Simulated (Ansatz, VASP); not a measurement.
**Cross-check of Sb (Antimony) between VASP and Ansatz**

Wanted: the spread between two codes on one cell, functional and k mesh. The cell is taken from a series of runs on this material, whose earlier steps may have relaxed, scaled, displaced or heated it; both programs get it as it stands.

Method: plane waves, with VASP 6.6.1 beside it; relaxation of cell and atoms at PBEsol, in Ansatz 0.2.0.

This is not the structure that Sb takes at ambient pressure and room temperature (space group No. 166); it is a model or a phase of other conditions.

## (1) The starting structure

It takes space group Pm-3m (No. 221, cubic). Conventional cell: a = 3.059 Å, b = 3.059 Å, c = 3.059 Å, α = 90.00°, β = 90.00°, γ = 90.00°. Nearest to Sb lie 6 Sb at 3.06 Å.

As a file:

```
Sb
1.0
     3.05873    0.00000    0.00000
     0.00000    3.05873    0.00000
     0.00000    0.00000    3.05873
Sb
1
Direct
  0.00000 0.00000 0.00000
```

## (2) VASP: relaxation of cell and atoms, PBEsol

The relaxed volume is the usual yardstick between codes: in a stiff, nearly cubic crystal its relative difference is about their pressure difference at one cell divided by the bulk modulus.

Lines of VASP's logs that name or quote its potential files are left out, and so is its time.

Input file INCAR:

```
SYSTEM = Sb
PREC = Accurate
ENCUT = 500
EDIFF = 1E-07
NELM = 120
ISMEAR = 0
SIGMA = 0.1
LREAL = .FALSE.
ALGO = Normal
GGA = PS
NBANDS = 8
LORBIT = 11
LWAVE = .FALSE.
LCHARG = .FALSE.
ISIF = 3
IBRION = 2
NSW = 80
EDIFFG = -0.005
LASPH = .TRUE.
GGA_COMPAT = .FALSE.
NELMIN = 4
```

Input file POSCAR:

```
Sb
1.0
    3.0587270000      0.0000000000      0.0000000000
    0.0000000000      3.0587270000      0.0000000000
    0.0000000000      0.0000000000      3.0587270000
Sb
1
Direct
    0.0000000000      0.0000000000      0.0000000000
```

Input file KPOINTS:

```
Automatic mesh
0
Gamma
10 10 10
0 0 0
```

The projector-augmented-wave data sets are Sb (PBE family, release 64).

Started as:

```sh
$ mpirun -np 1 vasp_std
```

Numbers of over 12 decimals in the logs are rounded to 6 here.

Log:

```text
[banner, memory and clock lines left out]
running    1 mpi-ranks, on    1 nodes
 distrk:  each k-point on    1 cores,    1 groups
 distr:  one band on    1 cores,    1 groups

 POSCAR found type information on POSCAR Sb
 POSCAR found :  1 types and       1 ions
|                                                                             |
|               ----> ADVICE to this user running VASP <----                  |
|                                                                             |
|     You enforced a specific xc type in the INCAR file but a different       |
|     [... a line on the potential file left out ...]
|     I HOPE YOU KNOW WHAT YOU ARE DOING!                                     |
|                                                                             |

 LDA part: xc-table for (Slater+PW92), standard interpolation
 POSCAR, INCAR and KPOINTS ok, starting setup
 FFT: planning ... GRIDC
 FFT: planning ... GRID_SOFT
 FFT: planning ... GRID
 WAVECAR not read
 entering main loop
       N       E                     dE             d eps       ncg     rms          rms(c)
DAV:   1     0.449000529388E+01    0.44900E+01   -0.16208E+03   904   0.392E+02
DAV:   2    -0.444579409351E+01   -0.89358E+01   -0.83600E+01  1264   0.520E+01
DAV:   3    -0.454903600916E+01   -0.10324E+00   -0.10317E+00  1056   0.638E+00
DAV:   4    -0.454946047656E+01   -0.42447E-03   -0.42447E-03  1360   0.479E-01
DAV:   5    -0.454946247223E+01   -0.19957E-05   -0.19950E-05  1072   0.211E-02    0.201E+00
DAV:   6    -0.454797009517E+01    0.14924E-02   -0.19264E-04  1240   0.115E-01    0.120E+00
DAV:   7    -0.454691398906E+01    0.10561E-02   -0.59711E-04  1024   0.183E-01    0.592E-02
DAV:   8    -0.454693018663E+01   -0.16198E-04   -0.19911E-05  1280   0.296E-02    0.470E-03
DAV:   9    -0.454693123776E+01   -0.10511E-05   -0.73241E-07  1112   0.569E-03    0.153E-03
DAV:  10    -0.454693123304E+01    0.47176E-08   -0.15140E-07  1120   0.223E-03
   1 F= -.45469312E+01 E0= -.45460494E+01  d E =-.454693E+01
 curvature:   0.00 expect dE= 0.000E+00 dE for cont linesearch  0.000E+00
 trial: gam= 0.00000 g(F)=  0.000E+00 g(S)=  0.467E-04 ort = 0.000E+00 (trialstep = 0.100E+01)
 search vector abs. value=  0.467E-04
 bond charge predicted
       N       E                     dE             d eps       ncg     rms          rms(c)
DAV:   1    -0.454698164910E+01   -0.50411E-04   -0.13451E-03   960   0.157E-01    0.294E-02
DAV:   2    -0.454695295629E+01    0.28693E-04   -0.25707E-05   992   0.313E-02    0.178E-02
DAV:   3    -0.454693700926E+01    0.15947E-04   -0.31492E-05   936   0.234E-02    0.496E-03
DAV:   4    -0.454693702271E+01   -0.13452E-07   -0.34453E-07  1104   0.431E-03
   2 F= -.45469370E+01 E0= -.45460554E+01  d E =-.578967E-05
 trial-energy change:   -0.000006  1 .order   -0.000007   -0.000047    0.000032
 step:   0.5645(harm=  0.5918)  dis= 0.00000  next Energy=    -4.546944 (dE=-0.129E-04)
 bond charge predicted
       N       E                     dE             d eps       ncg     rms          rms(c)
DAV:   1    -0.454695188752E+01   -0.14878E-04   -0.25322E-04   960   0.681E-02    0.116E-02
DAV:   2    -0.454694676775E+01    0.51198E-05   -0.48267E-06  1000   0.136E-02    0.690E-03
DAV:   3    -0.454694432024E+01    0.24475E-05   -0.58752E-06   944   0.101E-02    0.222E-03
DAV:   4    -0.454694431319E+01    0.70528E-08   -0.63211E-08   920   0.186E-03
   3 F= -.45469443E+01 E0= -.45460627E+01  d E =-.130801E-04
 curvature:  -0.29 expect dE=-0.275E-07 dE for cont linesearch -0.275E-07
 trial: gam=-0.04271 g(F)=  0.348E-69 g(S)=  0.934E-07 ort = 0.209E-05 (trialstep = 0.913E+00)
 search vector abs. value=  0.287E-09
 reached required accuracy - stopping structural energy minimisation
```

From OUTCAR (step 2):

```text
ion  position               nearest neighbor table
   1  0.000  0.000  0.000-

  LATTYP: Found a simple cubic cell.
 ALAT       =     3.0587270000

 Subroutine GETGRP returns: Found 48 space group operations
 (whereof 48 operations were pure point group operations)

The static configuration has the point symmetry O_h .

 Found     56 irreducible k-points:

   k-points           NKPTS =     56   k-points in BZ     NKDIM =     56   number of bands    NBANDS=      8

   dimension x,y,z NGX =    24 NGY =   24 NGZ =   24
   dimension x,y,z NGXF=    48 NGYF=   48 NGZF=   48

   ENCUT  =  500.0 eV  36.75 Ry    6.06 a.u.   5.58  5.58  5.58*2*pi/ulx,y,z

   NELECT =       5.0000    total number of electrons

 k-points in reciprocal lattice and weights: Automatic mesh
   0.00000000  0.00000000  0.00000000       0.001
   0.10000000  0.00000000  0.00000000       0.006
   0.20000000  0.00000000  0.00000000       0.006
   0.30000000  0.00000000  0.00000000       0.006
   0.40000000  0.00000000  0.00000000       0.006
   0.50000000  0.00000000  0.00000000       0.003
   0.10000000  0.10000000  0.00000000       0.012
   0.20000000  0.10000000  0.00000000       0.024
   0.30000000  0.10000000  0.00000000       0.024
[...]
0.50000000  0.50000000  0.40000000       0.006
   0.50000000  0.50000000  0.50000000       0.001

 average (electrostatic) potential at core
       1 -85.1215

 E-fermi :   7.4125

 k-point     1 :       0.0000    0.0000    0.0000
  band No.  band energies     occupation
      1      -5.2117      2.00000
      2      10.8661      0.00000
      3      10.8661      0.00000
      4      10.8661      0.00000
      5      14.4953      0.00000
      6      14.4953      0.00000
    ...

 k-point     2 :       0.1000    0.0000    0.0000
  band No.  band energies     occupation
      1      -5.0606      2.00000
      2       9.1875      0.00000
      3      11.0166      0.00000
      4      11.0166      0.00000
      5      14.6129      0.00000
      6      15.3156      0.00000
    ...

 k-point     3 :       0.2000    0.0000    0.0000
  band No.  band energies     occupation
      1      -4.6152      2.00000
      2       6.6279      2.00000
      3      11.4460      0.00000
      4      11.4460      0.00000
      5      14.9626      0.00000
      6      15.8441      0.00000
      7      19.9783      0.00000
    ...

  Total        0.0008035      0.0008035      0.0008035     -0.0000000     -0.0000000      0.0000000
  in kB        0.0449211      0.0449211      0.0449211     -0.0000000     -0.0000000      0.0000000
  external PRESSURE =       0.0449211 kB  Pullay stress =       0.0000000 kB

  energy-cutoff  :      500.00
  volume of cell :       28.66
      direct lattice vectors                 reciprocal lattice vectors
     3.060224004  0.000000000 -0.000000000     0.326773465  0.000000000 -0.000000000
    -0.000000000  3.060224004 -0.000000000    -0.000000000  0.326773465 -0.000000000
     0.000000000  0.000000000  3.060224004     0.000000000  0.000000000  0.326773465

 POSITION                                       TOTAL-FORCE (eV/Angst)
 -----------------------------------------------------------------------------------
      0.00000      0.00000      0.00000        -0.000000     -0.000000      0.000000
 -----------------------------------------------------------------------------------
    total drift:                               -0.000000      0.000000      0.000000

  FREE ENERGIE OF THE ION-ELECTRON SYSTEM (eV)
  ---------------------------------------------------
  free  energy   TOTEN  =        -4.5469443132 eV

  energy  without entropy=       -4.5451810462  energy(sigma->0) =       -4.54606268

 reached required accuracy - stopping structural energy minimisation

 total charge
# of ion       s       p       d       tot
------------------------------------------
    1        1.209   1.140   0.040   2.389

[... 3 further parts left out ...]
```

The run keeps the 48 symmetry operations of its start, so it cannot find a distortion of lower symmetry.

## (3) Ansatz: relaxation of cell and atoms, PBEsol

Ansatz runs on its default PAW (the set named soft_2) files.

The same cell, functional, mesh and smearing now go to Ansatz, which takes its cutoff from its data sets.

Input file input.yaml:

```yaml
crystal:
  lattice:
    - [3.058727093, 0.0, 0.0]
    - [0.0, 3.058727093, 0.0]
    - [0.0, 0.0, 3.058727093]
  atoms:
    - { symbol: Sb, position: [0.0, 0.0, 0.0] }
kpoints:
  mp_grid: { grid: [10, 10, 10] }
hamiltonian:
  xc: pbesol
scf:
  occupations: { method: gaussian, width: 0.1 }
output:
  forces: true
  stress: true
  eigenvalues: true
  write_density: true
  write_potential: true
  elf: true
  volumetric_format: npy
relax:
  adjacent_minimum: "off"
  f_tol: 0.005
  max_steps: 80
  cell: { stress_tol: 0.05 }
```

Started as:

```sh
$ ansatz run input.yaml --threads 4 --pin off --max-ram 8192MiB --backend cpu --events-out ev --progress --plain --runs-dir out
```

Log:

```text
Engine: ansatz 0.2.0, aarch64-unknown-linux-gnu
Pseudopotentials: kind: paw
Pseudopotential: Sb, paw, valence charge 15, recommended cutoff 420 eV (normal), Sb.paw.azcp
Functional definition: PBEsol
  exchange = pbesol_x
  correlation = pbesol_c
Crystal: 1 atoms, lattice volume = 28.617 Å³
Basis set: ecut = 420 eV, 587 PW (Γ), exchange–correlation on 48×48×48 points (8 copies of the dense FFT grid, shifted against one another)
Bands: 12, of which v1, the nominal top of the filled ones, is band 8 counted from 1 (7 counted from 0)
Symmetry: 48 space group operations
Space group: Pm-3m (ITA 221), of the structure as read, at distance tolerance 3.1e-5 Å
k-points: 56 of 1000
Non-local potential: Sb, projectors of the file, l = 0: 2, l = 1: 2, l = 2: 2, l = 3: 2
PAW form: soft (Blöchl's): semilocal exchange-correlation on the pseudo side does not see the compensation charge
PAW frozen core: Sb, regenerated for the run's functional, and the local potential with it (the file was generated under x = pbe(κ = 0.804, μ = 0.219515), c = pbe(β = 0.066725))
PAW one-centre angular grid: Sb, 590 points (default); XC on 64 Gauss nodes
Initial density: superposition of atomic densities (neutral atoms: chi_scale 0, normalization atom), corrected by the library's trained network
Initial wavefunctions: pseudopotential atomic-orbital guess
Functional: x = pbesol(κ = 0.804, μ = 0.123457), c = pbesol(β = 0.046)
SCF iter   1: F=—  HF=-6408.072343 eV  |F-HF|=—  |Δ(HF+E_count)|=         —  Δρ=2.02e-3  dr2=6.98e-4  ethr=1.77e-3  ⟨swp⟩=5.2  Hψ=3980  notcnv=0
preconditioner: auto → none  [metal: Δε(μ)=0.079 eV  Ē_g=12.427 eV  σ=0.100 eV  W_gap=0.38  n_scr=6 (ndim 8)  ℏωp=15.5 eV  f_vac=0.001  D(μ)=0.35/eV (n_scr^D=0)  sad-step TF]
SCF iter   2: F=—  HF=-6408.071041 eV  |F-HF|=—  |Δ(HF+E_count)|=   1.30e-3  Δρ=1.29e-3  dr2=2.84e-4  ethr=4.65e-6  ⟨swp⟩=2.7  Hψ=1456  notcnv=0
SCF iter   3: F=—  HF=-6408.070943 eV  |F-HF|=—  |Δ(HF+E_count)|=   9.74e-5  Δρ=6.33e-4  dr2=6.04e-5  ethr=1.90e-6  ⟨swp⟩=2.0  Hψ=1068  notcnv=0
SCF iter   4: F=—  HF=-6408.070895 eV  |F-HF|=—  |Δ(HF+E_count)|=   4.86e-5  Δρ=2.91e-5  dr2=2.26e-7  ethr=4.03e-7  ⟨swp⟩=2.0  Hψ=1065  notcnv=0
iter 5 did not close the SCF: its close was put off for the readings that it lacked (scf_convergence_deferred on its scf_iter line)
SCF iter   5: F=-6408.070894 eV  HF=-6408.070894 eV  |F-HF|=4.42e-8  |Δ(HF+E_count)|=   2.37e-7  Δρ=2.05e-5  dr2=5.71e-8  ethr=1.51e-9  ⟨swp⟩=2.0  Hψ=1071  notcnv=0
SCF iter   6: F=-6408.070894 eV  HF=-6408.070894 eV  |F-HF|=1.37e-8  |Δ(HF+E_count)|=   1.75e-8  Δρ=1.05e-5  dr2=1.53e-8  ethr=3.81e-10  ⟨swp⟩=7.7  Hψ=3881  notcnv=0
SCF 1 converged in 6 iterations: F = -6408.070894 eV  dr2 = 1.53e-8
  greatest PAW one-centre occupation: 0.996 electrons in one spin orbital (limit 2), on the Sb atom at site 0 (counted from 0), in its partial waves of l = 2
relax step   1: F+E_penalty+E_count = -6408.07089432 eV  Δ(F+E_penalty+E_count) = +0.000e0 eV  max|allowed force component| = 0.000e0 eV/Å  Δτ_max = 0.0000 Å  P = -0.033 GPa  Ω = 28.617 Å³  (6 SCF iters, dr2 threshold 1.00e-7 eV, accepted)
Initial density: handed on by an earlier stage of this run
Initial wavefunctions: pseudopotential atomic-orbital guess (no wavefunctions were taken with the density)
iter 1 solved again at ethr=2.29e-7 eV; its pass at ethr=3.10e-3 eV (dr2=3.44e-5 eV) is discarded
SCF iter   1: F=—  HF=-6408.070895 eV  |F-HF|=—  |Δ(HF+E_count)|=         —  Δρ=1.14e-5  dr2=1.91e-8  ethr=2.29e-7  ⟨swp⟩=2.9  Hψ=5656  notcnv=0
eigensolver tolerance schedule: the retry pair's looser diagonalisation over-reported the residual by 1794.71 of it (diagonalisation noise at 0.15 of the residual, at the tolerance the schedule requests for it); recorded, not acted on — ethr = c·dr2/N_el stays at c = 1.0e-1
preconditioner: auto → none  [metal: Δε(μ)=0.077 eV  Ē_g=12.430 eV  σ=0.100 eV  W_gap=0.37  n_scr=6 (ndim 8)  ℏωp=15.5 eV  f_vac=0.000  D(μ)=0.35/eV (n_scr^D=0)]
SCF iter   2: F=—  HF=-6408.070894 eV  |F-HF|=—  |Δ(HF+E_count)|=   8.25e-7  Δρ=2.26e-6  dr2=5.13e-10  ethr=1.28e-10  ⟨swp⟩=2.1  Hψ=1101  notcnv=0
SCF iter   3: F=—  HF=-6408.070894 eV  |F-HF|=—  |Δ(HF+E_count)|=  1.58e-10  Δρ=1.06e-6  dr2=1.01e-10  ethr=3.42e-12  ⟨swp⟩=2.0  Hψ=802  notcnv=0
SCF iter   4: F=-6408.070894 eV  HF=-6408.070894 eV  |F-HF|=9.09e-13  |Δ(HF+E_count)|=  9.09e-13  Δρ=5.60e-8  dr2=4.43e-13  ethr=1.00e-12  ⟨swp⟩=5.4  Hψ=3155  notcnv=0
SCF 2 converged in 4 iterations: F = -6408.070894 eV  dr2 = 4.43e-13
relax step   2: F+E_penalty+E_count = -6408.07089433 eV  Δ(F+E_penalty+E_count) = -5.876e-9 eV  max|allowed force component| = 0.000e0 eV/Å  Δτ_max = 0.0000 Å  P = -0.033 GPa  Ω = 28.617 Å³  stress off target by 3.32e-2 GPa  SCF on the basis re-selected at this cell (its energy is not comparable with the rows above)  (4 SCF iters)
basis re-selected at this cell: Δ(F+E_penalty+E_count) = -5.876e-9 eV, ΔP = -0.000 GPa vs the last step (what re-selecting the basis moved, of the pressure what is left beyond the Pulay correction that the steps carried, after the strain that the cell walked since its last selection, with what the two solves' SCF thresholds leave and, on support functions, any second-order correction that the steps lacked; it is no measure of the basis error at this ecutwfc). This SCF's stress stands 3.32e-2 GPa from its target on what of the cell is left free (relax.cell.stress_tol is 5.00e-2 GPa) and its largest allowed force component is 0.00e0 eV/Å (relax.f_tol is 5.00e-3 eV/Å): [rest of the remark cut]
SCF converged after 4 iterations
Free energy (F): -6408.070894 eV
Harris-Foulkes:  -6408.070894 eV  (|F-HF|=9.09e-13)
Internal energy: -6408.069134 eV  (E = F + TS)
E sigma→0 (E₀):  -6408.070014 eV
Entropy (-TS):   -0.001760 eV (-1.760 meV/atom)
Fermi energy:    10.380081 eV
--- Per-component energies (eV) ---
  E_band       = -159.768550
  E_kinetic    = 207.641401
  E_local      = -1539.720121  (includes V_loc(G=0)·N_el)
  E_nonlocal   = 364.168533
  E_hartree    = 699.574204
  E_xc         = -137.684984
  E_vxc        = -96.890525  (∫ρ·V_xc dr)
  E_paw        = -4499.693246  (= ΣΔE_a)
  E_vpaw       = -494.116259  (= ΣTr[D̂ρ^β])
  E_aug_tail   = -0.000002  (compensation charges beyond the density's cutoff)
  E_ewald      = -1502.686776
  E_core_change = 0.331857  (= ΣΔE_core)
  E_smearing   = -0.001760  (= −TS)
  E_closure    = -0.000000  (closes the sum)
  Σ components = -6408.070894   (vs F -6408.070894, Δ=0.00e0)
--- Forces (eV/Å), atoms counted from 1 ---
  atom   1  Sb     0.00000000     0.00000000     0.00000000
  max |Σ_I F_I| component: 6.57e-32 eV/Å
--- Stress (GPa, compression-positive) ---
       -0.033196      -0.000000       0.000000
        0.000000      -0.033196       0.000000
        0.000000       0.000000      -0.033196
  P = ⅓ Tr σ = -0.0332 GPa (-0.332 kbar)
--- Band table (eV; the first three rows and the last of 56) ---
  k-point 0: bands = [... 4 lower, -18.4935, -2.2566, 13.8360, 13.8360, 13.8360, 17.6629, 17.6629, 18.8612]
  k-point 1: bands = [... 4 lower, -18.4931, -2.1052, 12.1580, 13.9868, 13.9868, 17.7876, 18.4360, 20.1447]
  k-point 2: bands = [... 4 lower, -18.4921, -1.6584, 9.5982, 14.4166, 14.4166, 18.1602, 18.9183, 23.3148]
  k-point 55: bands = [... 4 lower, -18.4098, 6.1487, 8.7849, 8.7849, 8.7849, 15.2835, 15.2835, 15.2835]
--- Relaxed structure (1 steps of the walk, 1 accepted, 1 SCFs on fresh bases) ---
  F+E_penalty+E_count = -6408.07089433 eV   max|allowed force component| = 0.000e0 eV/Å   (the final SCF, on the basis selected at the relaxed cell)
  cell:  # Å, volume = 28.6169 Å³
    - [3.058727093, 0.0, 0.0]
    - [0.0, 3.058727093, 0.0]
    - [0.0, 0.0, 3.058727093]
  atoms:
    - { symbol: Sb, position: [0.0, 0.0, 0.0] }
```

## (4) Side by side

Known differences besides the potentials themselves: the data sets hold 15 valence electrons in Ansatz (on its default PAW (the set named soft_2) files) and 5 in VASP; the cutoff is 420 eV in Ansatz and 500 eV in VASP; Ansatz makes its cores anew for this functional, VASP keeps those of its PBE data sets; Ansatz adds a Pulay correction to the stress that steers its cell, VASP none. Total energies have different zeros and are not compared.

Both answers:

```tsv
quantity	Ansatz	VASP	difference
volume (Å³)	28.62	28.66	-0.15 %
edge a after relaxation, in the typed setting (Å)	3.059	3.060	-0.05 %
```

## (5) Outcome

```
difference in volume (relaxation of cell and atoms, PBEsol) : -0.15 %
```

In words: The difference in volume is -0.15 % (relaxation of cell and atoms, PBEsol), within the 1.2 % picked in this series as the mark of a large difference, as far as the stopping tolerances let one tell. The data sets hold unlike numbers of valence electrons (15 in Ansatz and 5 in VASP), so part of the differences comes from the potentials. 1 further run of this series is not shown here. How closely two codes agree says nothing of how well the functional describes the real material.

[Lines on the potential files, build, host, timing and source positions are cut from VASP's logs without a mark.]

[Logs are printed without paths, hosts, clocks, repeated set-up lines and the standing remarks that a program may print on its own settings, such as how far it seeks lower states.]

[Hosts, paths, dates, database ids (printed as entryN), source tags and the programs' standing remarks are cut or masked in the printed files.]
